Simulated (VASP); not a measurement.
Input:

```xyz
4
Lattice="4.1281 0.0000 0.0000 -2.0641 3.5751 0.0000 0.0000 0.0000 6.7342" Properties=species:S:1:pos:R:3 pbc="T T T"
Mg     0.0000     2.3834     6.7321
Mg     2.0641     1.1917     3.3650
Te     0.0000     2.3834     2.5275
Te     2.0641     1.1917     5.8946
```

Computed with PBEsol GGA, VASP's PBE PAW potentials (set 64) (plane waves; VASP). Settings: 500 eV cut-off, 6×6×4 Γ-centred mesh, Gaussian smearing of 0.050 eV, potentials Mg Te.

Unless said otherwise, spin-orbit coupling is left out, though it shifts the bands of the heavy elements here.

Task: Estimate the energy per atom (σ→0), pressure, band gap (on the k-mesh) with the smallest direct gap where there is one.

Result: 
```
Quantity                                      Value
-----------------------------------  --------------
band gap (on the k-mesh)                    2.73 eV
smallest direct gap (on the k-mesh)         3.47 eV
energy per atom (σ→0)                -3034 meV/atom
pressure                                  19.94 GPa
```

Total energies compare only between runs with the same potentials, cut-off and functional.

The structure was generated: MgTe was put into the wurtzite type (P6_3mc), which need not be its known phase. It was relaxed first under an external pressure of 20 GPa.
